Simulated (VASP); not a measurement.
# Rb2TlSbI6 (Fm-3m) in VASP: single point with LDA

Aim: the single point of Rb2TlSbI6 with LDA.

All numbers are computed with VASP 6.6.1; they aren't measurements. Logs are shortened: lines on timing, memory, paths and dates and some standing lists are left out, and cuts for length are marked.

### Step 1. The structure

It takes space group Fm-3m (No. 225, cubic). The conventional cell has a = 12.663 Å, b = 12.663 Å, c = 12.663 Å, α = 90.00°, β = 90.00°, γ = 90.00°. Rb (site symmetry -43m) is surrounded by 12 I at 4.48 Å. Tl (site symmetry m-3m) is surrounded by 6 I at 3.30 Å. Sb (site symmetry m-3m) has 6 I at 3.03 Å as nearest neighbours. I (site symmetry 4mm) is surrounded by 1 Sb at 3.03 Å and 1 Tl at 3.30 Å.

The cell comes from a database or a generator and needn't be the stable form of this composition.

### Step 2. Single point, LDA

INCAR

```
ALGO = Fast ; EDIFF = 1E-6
ENCUT = 520 ; ISIF = 2
ISMEAR = 0 ; LASPH = T
LCHARG = F ; LREAL = F
LWAVE = F ; NBANDS = 50
NELM = 100 ; PREC = Accurate
SIGMA = 0.01
```

KPOINTS

```
k-points
0
Gamma
  3 3 3
```

POSCAR

```
Rb2TlSbI6
1.0
    0.0000000000      6.3316070000      6.3316070000
    6.3316070000      0.0000000000      6.3316070000
    6.3316070000      6.3316070000      0.0000000000
Rb Tl Sb I
2 1 1 6
Direct
    0.7500000000      0.7500000000      0.7500000000
    0.2500000000      0.2500000000      0.2500000000
    0.5000000000      0.5000000000      0.5000000000
    0.0000000000      0.0000000000      0.0000000000
    0.7608270000      0.2391730000      0.2391730000
    0.2391730000      0.2391730000      0.7608270000
    0.2391730000      0.7608270000      0.7608270000
    0.2391730000      0.7608270000      0.2391730000
    0.7608270000      0.2391730000      0.7608270000
    0.7608270000      0.7608270000      0.2391730000
```

Potentials or basis: VASP PAW LDA potentials, release 64 (Rb_sv, Tl_d, Sb, I).

On the command line:

```console
> cat potpaw_LDA.64/Rb_sv/POTCAR potpaw_LDA.64/Tl_d/POTCAR potpaw_LDA.64/Sb/POTCAR potpaw_LDA.64/I/POTCAR > POTCAR
> mpirun -np 1 vasp_std > vasp.out
```

OUTCAR:

```text
EDIFF = 1E-6
   ENCUT = 520
   ISIF = 2
   ISMEAR = 0
   LASPH = T
   LREAL = F
   NELM = 100
   PREC = Accurate

 ion  position               nearest neighbor table
   1  0.750  0.750  0.750-   7 4.48   9 4.48  10 4.48   5 4.48   8 4.48  10 4.48   5 4.48   6 4.48
                             9 4.48   6 4.48   7 4.48   8 4.48
   2  0.250  0.250  0.250-   5 4.48   9 4.48  10 4.48   7 4.48   8 4.48  10 4.48   6 4.48   7 4.48
                             9 4.48   5 4.48   6 4.48   8 4.48
   3  0.500  0.500  0.500-   5 3.30   6 3.30   7 3.30   8 3.30   9 3.30  10 3.30
   4  0.000  0.000  0.000-   5 3.03   6 3.03   7 3.03   8 3.03   9 3.03  10 3.03
   5  0.761  0.239  0.239-   4 3.03   3 3.30   2 4.48   1 4.48   1 4.48   2 4.48
   6  0.239  0.239  0.761-   4 3.03   3 3.30   2 4.48   1 4.48   1 4.48   2 4.48
   7  0.239  0.761  0.761-   4 3.03   3 3.30   1 4.48   1 4.48   2 4.48   2 4.48
   8  0.239  0.761  0.239-   4 3.03   3 3.30   2 4.48   1 4.48   1 4.48   2 4.48
   9  0.761  0.239  0.761-   4 3.03   3 3.30   1 4.48   1 4.48   2 4.48   2 4.48
  10  0.761  0.761  0.239-   4 3.03   3 3.30   1 4.48   1 4.48   2 4.48   2 4.48

  LATTYP: Found a face centered cubic cell.
 ALAT       =    12.6632140000

  Lattice vectors:

 A1 = (   0.0000000000,   6.3316070000,   6.3316070000)
 A2 = (   6.3316070000,   0.0000000000,   6.3316070000)
 A3 = (   6.3316070000,   6.3316070000,   0.0000000000)

Analysis of symmetry for initial positions (statically):
=====================================================================
 Subroutine PRICEL returns:
 Original cell was already a primitive cell.

 Routine SETGRP: Setting up the symmetry group for a
 face centered cubic supercell.

 Subroutine GETGRP returns: Found 48 space group operations
 (whereof 48 operations were pure point group operations)
 out of a pool of 48 trial point group operations.

The static configuration has the point symmetry O_h .

Analysis of symmetry for dynamics (positions and initial velocities):
=====================================================================
 Subroutine PRICEL returns:
 Original cell was already a primitive cell.

 Routine SETGRP: Setting up the symmetry group for a
 face centered cubic supercell.

 Subroutine GETGRP returns: Found 48 space group operations
 (whereof 48 operations were pure point group operations)
 out of a pool of 48 trial point group operations.
[... 103 lines left out ...]
   ISYM   =      2    0-nonsym 1-usesym 2-fastsym
   POTIM  = 0.5000    time-step for ionic-motion
   TEBEG  =    0.0;   TEEND  =   0.0 temperature during run
   PSTRESS=    0.0 pullay stress
   NELECT =      78.0000    total number of electrons
   NUPDOWN=      -1.0000    fix difference up-down
   EMIN   =  10.00;   EMAX   =-10.00  energy-range for DOS
   EFERMI =   0.00;   METHOD = LEGACY
   ISMEAR =     0;   SIGMA  =   0.01  broadening in eV -4-tet -1-fermi 0-gaus
   EFERMI_NEDOS =   21; number of points for ismear=-14 and -15
   IALGO  =     68    algorithm
   IMIX   =      4    mixing-type and parameters
     AMIX     =   0.40;   BMIX     =  1.00
     AMIX_MAG =   1.60;   BMIX_MAG =  1.00
  volume/ion in A,a.u.               =      50.77       342.59
  Fermi-wavevector in a.u.,A,eV,Ry     =   0.876831  1.656970 10.460596  0.768832
  Thomas-Fermi vector in A             =   1.996695
   LORBIT       =      0    0 simple, 1 ext, 2 COOP (PROOUT), +10 PAW based schemes
   GGA     = CA    functional components
   LHFCALC =     F    Hartree Fock is set to
   AEXX    =    0.0000 exact exchange contribution
   IVDW    =     0    specifies the selected vdW correction
   LEPSILON=     F    determine dielectric tensor
   LRPA    =     F    only Hartree local field effects (RPA)
 non-spin polarized calculation
 RMM-DIIS sequential band-by-band and
 Gauss-broadening in eV      SIGMA  =   0.01
  energy-cutoff  :      520.00
  volume of cell :      507.66
 maximum number of plane-waves:     13672
 NGX is ok and might be reduce to    70
   NGX = 33   NGY = 33   NGZ = 33

 number of electron      77.9999993 magnetization

 Free energy of the ion-electron system (eV)
  ---------------------------------------------------
  ext. energy  EPLUGINS =         0.00000000
  ---------------------------------------------------
  free energy    TOTEN  =       -29.41986341 eV

  energy without entropy =      -29.41986341  energy(sigma->0) =      -29.41986341

 E-fermi :   1.4156     XC(G=0):  -7.4398

 val. band max:        1.3430513426   @ k =   0.0000   0.0000   0.0000
 cond. band min:       2.1626212187   @ k =   0.0000   0.0000   0.0000
 fundamental gap:      0.8195698761
 Fermi energy:         1.4156434723

 k-point     1 :       0.0000    0.0000    0.0000
  band No.  band energies     occupation
      1     -25.8991      2.00000
      2     -25.8990      2.00000
      3     -11.4765      2.00000
      4     -10.8224      2.00000
      5     -10.8224      2.00000
      6     -10.8224      2.00000
[... 201 lines left out ...]
     49       6.1976      0.00000
     50       6.2643      0.00000

------------------------ aborting loop because EDIFF is reached ----------------------------------------

  FORCE on cell =-STRESS in cart. coord.  units (eV):
  Direction    XX          YY          ZZ          XY          YZ          ZX
  --------------------------------------------------------------------------------------
  -------------------------------------------------------------------------------------
  Total       -5.3645188     -5.3645188     -5.3645188      0.0000000      0.0000000      0.0000000
  in kB      -16.9304893    -16.9304893    -16.9304893      0.0000000      0.0000000      0.0000000
  external PRESSURE =     -16.9304893 kB  Pullay stress =       0.0000000 kB

 VOLUME and BASIS-vectors are now :
 -----------------------------------------------------------------------------
  energy-cutoff  :      520.00
  volume of cell :      507.66
      direct lattice vectors                 reciprocal lattice vectors
     0.000000000  6.331607000  6.331607000    -0.078968894  0.078968894  0.078968894
     6.331607000  0.000000000  6.331607000     0.078968894 -0.078968894  0.078968894
     6.331607000  6.331607000  0.000000000     0.078968894  0.078968894 -0.078968894

 POSITION                                       TOTAL-FORCE (eV/Angst)
 -----------------------------------------------------------------------------------
      9.49741      9.49741      9.49741         0.000000      0.000000      0.000000
      3.16580      3.16580      3.16580        -0.000000      0.000000      0.000000
      6.33161      6.33161      6.33161         0.000000      0.000000      0.000000
      0.00000      0.00000      0.00000         0.000000      0.000000      0.000000
      3.02870      6.33161      6.33161        -0.076324      0.000000      0.000000
      6.33161      6.33161      3.02870         0.000000      0.000000     -0.076324
      9.63452      6.33161      6.33161         0.076324      0.000000      0.000000
      6.33161      3.02870      6.33161         0.000000     -0.076324      0.000000
      6.33161      9.63452      6.33161         0.000000      0.076324      0.000000
      6.33161      6.33161      9.63452         0.000000      0.000000      0.076324
 -----------------------------------------------------------------------------------
    total drift:                                0.000000      0.000000     -0.000000

  FREE ENERGIE OF THE ION-ELECTRON SYSTEM (eV)
  ---------------------------------------------------
  free  energy   TOTEN  =       -29.4198634084 eV

  energy  without entropy=      -29.4198634084  energy(sigma->0) =      -29.41986341
```

OSZICAR:

```text
N       E                     dE             d eps       ncg     rms          rms(c)
DAV:   1     0.492405749713E+03    0.49241E+03   -0.29722E+04   400   0.125E+03
DAV:   2     0.190110793492E+02   -0.47339E+03   -0.46353E+03   514   0.228E+02
DAV:   3    -0.290343887118E+02   -0.48045E+02   -0.47766E+02   512   0.721E+01
DAV:   4    -0.301959736826E+02   -0.11616E+01   -0.11591E+01   496   0.131E+01
DAV:   5    -0.302426511449E+02   -0.46677E-01   -0.46673E-01   632   0.212E+00    0.645E+00
RMM:   6    -0.295345939752E+02    0.70806E+00   -0.97512E-01   430   0.228E+00    0.406E+00
RMM:   7    -0.294385889364E+02    0.96005E-01   -0.57898E-01   457   0.174E+00    0.176E+00
RMM:   8    -0.294224095250E+02    0.16179E-01   -0.71987E-02   470   0.797E-01    0.359E-01
RMM:   9    -0.294205725716E+02    0.18370E-02   -0.15837E-02   491   0.362E-01    0.168E-01
RMM:  10    -0.294199570058E+02    0.61557E-03   -0.65300E-03   468   0.235E-01    0.798E-02
RMM:  11    -0.294198279889E+02    0.12902E-03   -0.16890E-03   516   0.115E-01    0.595E-02
RMM:  12    -0.294198535679E+02   -0.25579E-04   -0.58628E-04   531   0.663E-02    0.208E-02
RMM:  13    -0.294198617400E+02   -0.81721E-05   -0.12097E-04   571   0.323E-02    0.148E-02
RMM:  14    -0.294198643290E+02   -0.25890E-05   -0.34424E-05   567   0.159E-02    0.966E-03
RMM:  15    -0.294198629729E+02    0.13560E-05   -0.13915E-05   491   0.985E-03    0.239E-03
RMM:  16    -0.294198634084E+02   -0.43549E-06   -0.46656E-06   399   0.560E-03
   1 F= -.29419863E+02 E0= -.29419863E+02  d E =-.271897E-26
```

It took 4.8 min on 1 thread of Intel Xeon Platinum 8259CL at 2.50GHz (Skylake/Cascade Lake), shared host; peak memory 0.56 GiB.

Results:

* Free energy: -29.4199 eV
* Pressure: -1.7 GPa
* Largest force: 0.076 eV/Å
* Band gap on the k mesh: 0.82 eV, direct

Forces in eV/Å, atoms in the order of the input:
```
Rb   0.000  0.000  0.000
Rb   0.000  0.000  0.000
Tl   0.000  0.000  0.000
Sb   0.000  0.000  0.000
I   -0.076  0.000  0.000
I    0.000  0.000 -0.076
I    0.076  0.000  0.000
I    0.000 -0.076  0.000
I    0.000  0.076  0.000
I    0.000  0.000  0.076
```

Levels at points of the mesh, in eV from the valence-band top:
```
           k point  band 35  band 36  band 37  band 38  band 39  band 40  band 41  band 42  band 43  band 44
(0.00, 0.00, 0.00)    -1.60    -1.10    -1.10    -1.10     0.00     0.82     0.82     0.82     2.07     2.83
```

Caveat: spin-orbit coupling is left out, which as a rule narrows the gap of such compounds by several tenths of an eV; an odd mesh through Γ misses points on the zone boundary, where band edges often lie.
